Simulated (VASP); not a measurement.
# Be4InCu (F-43m) in VASP: further runs

Runs on Be4InCu. Level: RPBE. Tasks: single point.

Everything below comes from runs of VASP 6.6.1. Logs are shortened: lines on timing, memory, paths and dates and some standing lists are left out, and cuts for length are marked.

## (1) The crystal as given

Symmetry: F-43m, No. 216, cubic system. Conventional cell: a = 6.384 Å, b = 6.384 Å, c = 6.384 Å, α = 90.00°, β = 90.00°, γ = 90.00°. In (site symmetry -43m) is surrounded by 12 Be at 2.65 Å and 4 Cu at 2.76 Å. Around Cu (site symmetry -43m) lie 12 Be at 2.64 Å and 4 In at 2.76 Å. Around Be (site symmetry 3m) lie 6 Be at 2.23 to 2.28 Å.

The cell comes from a database or a generator and needn't be the stable form of this composition.

## (2) Single point, RPBE

Input file INCAR:

```
SYSTEM = Be4InCu
  PREC = Accurate
  ENCUT = 500
  EDIFF = 1E-6
  ISMEAR = 0
  SIGMA = 0.02
  LREAL = .False.
  LASPH = .True.
  NELM = 60
  ALGO = Normal
  ISIF = 2
  LWAVE = .False.
  LCHARG = .False.
  GGA = RP
  NBANDS = 20
```

Input file KPOINTS:

```
Automatic mesh
0
Gamma
  7 7 7
  0 0 0
```

Input file POSCAR:

```
Be4InCu
1.0
    0.0000000000      3.1920400000      3.1920400000
    3.1920400000      0.0000000000      3.1920400000
    3.1920400000      3.1920400000      0.0000000000
In Cu Be
1 1 4
Cartesian
    0.0000000000      0.0000000000      0.0000000000
    1.5960200000      1.5960200000      1.5960200000
    3.9817422052      2.4023377948      2.4023377948
    3.9817422052      3.9817422052      3.9817422052
    2.4023377948      2.4023377948      3.9817422052
    2.4023377948      3.9817422052      2.4023377948
```

Potentials or basis: VASP PAW PBE potentials, release 64 (In, Cu, Be).

The run is started by

```sh
> cat potpaw_PBE.64/In/POTCAR potpaw_PBE.64/Cu/POTCAR potpaw_PBE.64/Be/POTCAR > POTCAR
> mpirun -np 1 vasp_std > vasp.out
```

OUTCAR:

```text
SYSTEM = Be4InCu
   PREC = Accurate
   ENCUT = 500
   EDIFF = 1E-6
   ISMEAR = 0
   LREAL = .False.
   LASPH = .True.
   NELM = 60
   ISIF = 2
   GGA = RP

 ion  position               nearest neighbor table
   1  0.000  0.000  0.000-   3 2.65   5 2.65   6 2.65   4 2.65   4 2.65   4 2.65   3 2.65   6 2.65
                             6 2.65   3 2.65   5 2.65   5 2.65   2 2.76   2 2.76   2 2.76   2 2.76
   2  0.250  0.250  0.250-   1 2.76   1 2.76   1 2.76   1 2.76
   3  0.129  0.624  0.624-   4 2.23   5 2.23   6 2.23   6 2.28   5 2.28   4 2.28   1 2.65   1 2.65
                             1 2.65
   4  0.624  0.624  0.624-   3 2.23   5 2.23   6 2.23   3 2.28   6 2.28   5 2.28   1 2.65   1 2.65
                             1 2.65
   5  0.624  0.624  0.129-   3 2.23   4 2.23   6 2.23   6 2.28   3 2.28   4 2.28   1 2.65   1 2.65
                             1 2.65
   6  0.624  0.129  0.624-   3 2.23   4 2.23   5 2.23   3 2.28   5 2.28   4 2.28   1 2.65   1 2.65
                             1 2.65

  LATTYP: Found a face centered cubic cell.
 ALAT       =     6.3840800000

  Lattice vectors:

 A1 = (   0.0000000000,   3.1920400000,   3.1920400000)
 A2 = (   3.1920400000,   0.0000000000,   3.1920400000)
 A3 = (   3.1920400000,   3.1920400000,   0.0000000000)

Analysis of symmetry for initial positions (statically):
=====================================================================
 Subroutine PRICEL returns:
 Original cell was already a primitive cell.

 Routine SETGRP: Setting up the symmetry group for a
 face centered cubic supercell.

 Subroutine GETGRP returns: Found 24 space group operations
 (whereof 24 operations were pure point group operations)
 out of a pool of 48 trial point group operations.

The static configuration has the point symmetry T_d .

Analysis of symmetry for dynamics (positions and initial velocities):
=====================================================================
 Subroutine PRICEL returns:
 Original cell was already a primitive cell.

 Routine SETGRP: Setting up the symmetry group for a
 face centered cubic supercell.

 Subroutine GETGRP returns: Found 24 space group operations
 (whereof 24 operations were pure point group operations)
 out of a pool of 48 trial point group operations.

The dynamic configuration has the point symmetry T_d .

 Subroutine INISYM returns: Found 24 space group operations
 (whereof 24 operations are pure point group operations),
 and found     1 'primitive' translations

[... 103 lines left out ...]
   ISIF   =      2    stress and relaxation
   ISYM   =      2    0-nonsym 1-usesym 2-fastsym
   POTIM  = 0.5000    time-step for ionic-motion
   TEBEG  =    0.0;   TEEND  =   0.0 temperature during run
   PSTRESS=    0.0 pullay stress
   NELECT =      22.0000    total number of electrons
   NUPDOWN=      -1.0000    fix difference up-down
   EMIN   =  10.00;   EMAX   =-10.00  energy-range for DOS
   EFERMI =   0.00;   METHOD = LEGACY
   ISMEAR =     0;   SIGMA  =   0.02  broadening in eV -4-tet -1-fermi 0-gaus
   EFERMI_NEDOS =   21; number of points for ismear=-14 and -15
   IALGO  =     38    algorithm
   IMIX   =      4    mixing-type and parameters
     AMIX     =   0.40;   BMIX     =  1.00
     AMIX_MAG =   1.60;   BMIX_MAG =  1.00
  volume/ion in A,a.u.               =      10.84        73.16
  Fermi-wavevector in a.u.,A,eV,Ry     =   1.140611  2.155441 17.701078  1.300993
  Thomas-Fermi vector in A             =   2.277312
   LORBIT       =      0    0 simple, 1 ext, 2 COOP (PROOUT), +10 PAW based schemes
   GGA     = RP    functional components
   LHFCALC =     F    Hartree Fock is set to
   AEXX    =    0.0000 exact exchange contribution
   IVDW    =     0    specifies the selected vdW correction
   LEPSILON=     F    determine dielectric tensor
   LRPA    =     F    only Hartree local field effects (RPA)
 non-spin polarized calculation
 Gauss-broadening in eV      SIGMA  =   0.02
  energy-cutoff  :      500.00
  volume of cell :       65.05
 maximum number of plane-waves:      1673
 NGX is ok and might be reduce to    36
   NGX = 17   NGY = 17   NGZ = 17

 number of electron      22.0000011 magnetization

 Free energy of the ion-electron system (eV)
  ---------------------------------------------------
  ext. energy  EPLUGINS =         0.00000000
  ---------------------------------------------------
  free energy    TOTEN  =       -18.33237259 eV

  energy without entropy =      -18.33110040  energy(sigma->0) =      -18.33173649

 E-fermi :   7.7831     XC(G=0): -11.0204

 val. band max:        7.7700000367   @ k =  -0.4286   0.1429   0.0000
 cond. band min:       7.7871677100   @ k =  -0.4286   0.1429   0.0000
 fundamental gap:      0.0171676734
 Fermi energy:         7.7830705509

 k-point     1 :       0.0000    0.0000    0.0000
  band No.  band energies     occupation
      1      -3.7638      2.00000
      2       3.0057      2.00000
      3       3.0057      2.00000
      4       3.0057      2.00000
      5       3.5689      2.00000
      6       3.5689      2.00000
[... 449 lines left out ...]
     19      16.0114      0.00000
     20      17.0002      0.00000

------------------------ aborting loop because EDIFF is reached ----------------------------------------

  FORCE on cell =-STRESS in cart. coord.  units (eV):
  Direction    XX          YY          ZZ          XY          YZ          ZX
  --------------------------------------------------------------------------------------
  -------------------------------------------------------------------------------------
  Total        2.0702398      2.0702398      2.0702398     -0.0000000     -0.0000000      0.0000000
  in kB       50.9913220     50.9913220     50.9913220     -0.0000000     -0.0000000      0.0000000
  external PRESSURE =      50.9913220 kB  Pullay stress =       0.0000000 kB

 VOLUME and BASIS-vectors are now :
 -----------------------------------------------------------------------------
  energy-cutoff  :      500.00
  volume of cell :       65.05
      direct lattice vectors                 reciprocal lattice vectors
     0.000000000  3.192040000  3.192040000    -0.156639641  0.156639641  0.156639641
     3.192040000  0.000000000  3.192040000     0.156639641 -0.156639641  0.156639641
     3.192040000  3.192040000  0.000000000     0.156639641  0.156639641 -0.156639641

 POSITION                                       TOTAL-FORCE (eV/Angst)
 -----------------------------------------------------------------------------------
      0.00000      0.00000      0.00000         0.000000      0.000000      0.000000
      1.59602      1.59602      1.59602         0.000000      0.000000      0.000000
      3.98174      2.40234      2.40234        -0.035533      0.035533      0.035533
      3.98174      3.98174      3.98174        -0.035533     -0.035533     -0.035533
      2.40234      2.40234      3.98174         0.035533      0.035533     -0.035533
      2.40234      3.98174      2.40234         0.035533     -0.035533      0.035533
 -----------------------------------------------------------------------------------
    total drift:                               -0.000000     -0.000000     -0.000000

  FREE ENERGIE OF THE ION-ELECTRON SYSTEM (eV)
  ---------------------------------------------------
  free  energy   TOTEN  =       -18.3323725857 eV

  energy  without entropy=      -18.3311004036  energy(sigma->0) =      -18.33173649
```

It took 74 s on 1 thread of AMD EPYC 7R43 (Zen 3), shared host; peak memory 0.18 GiB.

Results:

| Property | Result |
| --- | --- |
| Free energy | -18.3324 eV |
| Pressure | 5.1 GPa |
| Largest force | 0.062 eV/Å |
| Band gap on the k mesh | none (metal or under the smearing width) |

Forces on the atoms (eV/Å):
```
In   0.000  0.000  0.000
Cu   0.000  0.000  0.000
Be  -0.036  0.036  0.036
Be  -0.036 -0.036 -0.036
Be   0.036  0.036 -0.036
Be   0.036 -0.036  0.036
```

Caveat: the PAW data sets were made with another functional, which shifts forces and pressure a little.

## (3) Single point, RPBE

Input file run.py:

```python
from ase.calculators.vasp import Vasp
from ase.dft.bandgap import bandgap
from ase.io import read

atoms = read('Be4InCu.cif', primitive_cell=True, subtrans_included=False)
calc = Vasp(
    directory='calc',
    xc='rpbe',
    pp='PBE',
    setups='minimal',
    prec='Accurate',
    encut=500,
    ediff=1e-07,
    ismear=0,
    sigma=0.02,
    lreal=False,
    lasph=True,
    nelm=80,
    algo='Normal',
    isif=2,
    lwave=False,
    lcharg=False,
    kpts=[7, 7, 7],
    gamma=True,
)
atoms.calc = calc

print('energy (eV):', atoms.get_potential_energy())
print('free energy (eV):', atoms.get_potential_energy(force_consistent=True))
print('forces (eV/A):')
print(atoms.get_forces())
print('stress (eV/A^3, Voigt):', atoms.get_stress())
print('Fermi level (eV):', calc.get_fermi_level())
gap, top, bottom = bandgap(calc)
print('band gap (eV):', gap, 'from (spin, k, band)', top, 'to', bottom)
```

Input file Be4InCu.cif:

```cif
data_Be4InCu
_cell_length_a 6.38408000
_cell_length_b 6.38408000
_cell_length_c 6.38408000
_cell_angle_alpha 90.00000000
_cell_angle_beta 90.00000000
_cell_angle_gamma 90.00000000
_space_group_name_H-M_alt 'F-43m'
_space_group_name_Hall 'F -4 2 3'
_space_group_IT_number 216
loop_
_space_group_symop_operation_xyz
'x,y,z'
'y,-x,-z'
'-x,-y,z'
'-y,x,-z'
'x,-y,-z'
'y,x,z'
'-x,y,-z'
'-y,-x,z'
'z,x,y'
'-z,y,-x'
'z,-x,-y'
'-z,-y,x'
'-z,x,-y'
'z,y,x'
'-z,-x,y'
'z,-y,-x'
'y,z,x'
'-x,-z,y'
'-y,z,-x'
'x,-z,-y'
'-y,-z,x'
'x,z,y'
'y,-z,-x'
'-x,z,-y'
'x,y+1/2,z+1/2'
'y,-x+1/2,-z+1/2'
'-x,-y+1/2,z+1/2'
'-y,x+1/2,-z+1/2'
'x,-y+1/2,-z+1/2'
'y,x+1/2,z+1/2'
'-x,y+1/2,-z+1/2'
'-y,-x+1/2,z+1/2'
'z,x+1/2,y+1/2'
'-z,y+1/2,-x+1/2'
'z,-x+1/2,-y+1/2'
'-z,-y+1/2,x+1/2'
'-z,x+1/2,-y+1/2'
'z,y+1/2,x+1/2'
'-z,-x+1/2,y+1/2'
'z,-y+1/2,-x+1/2'
'y,z+1/2,x+1/2'
'-x,-z+1/2,y+1/2'
'-y,z+1/2,-x+1/2'
'x,-z+1/2,-y+1/2'
'-y,-z+1/2,x+1/2'
'x,z+1/2,y+1/2'
'y,-z+1/2,-x+1/2'
'-x,z+1/2,-y+1/2'
'x+1/2,y,z+1/2'
'y+1/2,-x,-z+1/2'
'-x+1/2,-y,z+1/2'
'-y+1/2,x,-z+1/2'
'x+1/2,-y,-z+1/2'
'y+1/2,x,z+1/2'
'-x+1/2,y,-z+1/2'
'-y+1/2,-x,z+1/2'
'z+1/2,x,y+1/2'
'-z+1/2,y,-x+1/2'
'z+1/2,-x,-y+1/2'
'-z+1/2,-y,x+1/2'
'-z+1/2,x,-y+1/2'
'z+1/2,y,x+1/2'
'-z+1/2,-x,y+1/2'
'z+1/2,-y,-x+1/2'
'y+1/2,z,x+1/2'
'-x+1/2,-z,y+1/2'
'-y+1/2,z,-x+1/2'
'x+1/2,-z,-y+1/2'
'-y+1/2,-z,x+1/2'
'x+1/2,z,y+1/2'
'y+1/2,-z,-x+1/2'
'-x+1/2,z,-y+1/2'
'x+1/2,y+1/2,z'
'y+1/2,-x+1/2,-z'
'-x+1/2,-y+1/2,z'
'-y+1/2,x+1/2,-z'
'x+1/2,-y+1/2,-z'
'y+1/2,x+1/2,z'
'-x+1/2,y+1/2,-z'
'-y+1/2,-x+1/2,z'
'z+1/2,x+1/2,y'
'-z+1/2,y+1/2,-x'
'z+1/2,-x+1/2,-y'
'-z+1/2,-y+1/2,x'
'-z+1/2,x+1/2,-y'
'z+1/2,y+1/2,x'
'-z+1/2,-x+1/2,y'
'z+1/2,-y+1/2,-x'
'y+1/2,z+1/2,x'
'-x+1/2,-z+1/2,y'
'-y+1/2,z+1/2,-x'
'x+1/2,-z+1/2,-y'
'-y+1/2,-z+1/2,x'
'x+1/2,z+1/2,y'
'y+1/2,-z+1/2,-x'
'-x+1/2,z+1/2,-y'
loop_
_atom_site_label
_atom_site_type_symbol
_atom_site_symmetry_multiplicity
_atom_site_Wyckoff_symbol
_atom_site_fract_x
_atom_site_fract_y
_atom_site_fract_z
_atom_site_occupancy
In1 In 4 a 0.0000000000 0.0000000000 0.0000000000 1
Cu1 Cu 4 d 0.2500000000 0.2500000000 0.7500000000 1
Be1 Be 16 e 0.6236986700 0.1236986700 0.8763013300 1
```

Potentials or basis: VASP PAW PBE potentials, release 64 (In, Cu, Be).

The run is started by

```sh
> python run.py
```

The log of the run:

```text
energy (eV): -18.33173638
free energy (eV): -18.33237284
forces (eV/A):
[[-0.         -0.         -0.        ]
 [-0.         -0.         -0.        ]
 [-0.03553587 -0.03553587  0.03553587]
 [ 0.03553587  0.03553587  0.03553587]
 [-0.03553587  0.03553587 -0.03553587]
 [ 0.03553587 -0.03553587 -0.03553587]]
stress (eV/A^3, Voigt): [-0.032935 -0.032935 -0.032935 -0.        0.       -0.      ]
Fermi level (eV): 7.78280797
band gap (eV): 0.0 from (spin, k, band) (None, None, None) to (None, None, None)
```

OUTCAR:

```text
ENCUT = 500.000000
   EDIFF = 1.00e-07
   GGA = RP
   PREC = Accurate
   ISIF = 2
   ISMEAR = 0
   NELM = 80
[... 595 lines left out ...]
      2.40234      2.40234      2.40234         0.035536      0.035536      0.035536
      3.98174      2.40234      3.98174        -0.035536      0.035536     -0.035536
      2.40234      3.98174      3.98174         0.035536     -0.035536     -0.035536
 -----------------------------------------------------------------------------------
    total drift:                                0.000000      0.000000      0.000000

  FREE ENERGIE OF THE ION-ELECTRON SYSTEM (eV)
  ---------------------------------------------------
  free  energy   TOTEN  =       -18.3323728439 eV

  energy  without entropy=      -18.3310999118  energy(sigma->0) =      -18.33173638
```

INCAR:

```text
ENCUT = 500.000000
SIGMA = 0.020000
EDIFF = 1.00e-07
ALGO = Normal
GGA = RP
PREC = Accurate
ISIF = 2
ISMEAR = 0
NELM = 80
LASPH = .TRUE.
LCHARG = .FALSE.
LWAVE = .FALSE.
LREAL = .FALSE.
```

It took 77 s on 1 thread of AMD EPYC 7R43 (Zen 3), shared host; peak memory 0.19 GiB.

Results:

```yaml
Free_energy: -18.3324 eV
Pressure: 5.3 GPa
Largest_force: 0.062 eV/Å
Band_gap_on_the_k_mesh: none (metal or under the smearing width)
```

Forces on the atoms (eV/Å):
```
In   0.000  0.000  0.000
Cu   0.000  0.000  0.000
Be  -0.036 -0.036  0.036
Be   0.036  0.036  0.036
Be  -0.036  0.036 -0.036
Be   0.036 -0.036 -0.036
```

Caveat: the PAW data sets were made with another functional, which shifts forces and pressure a little.
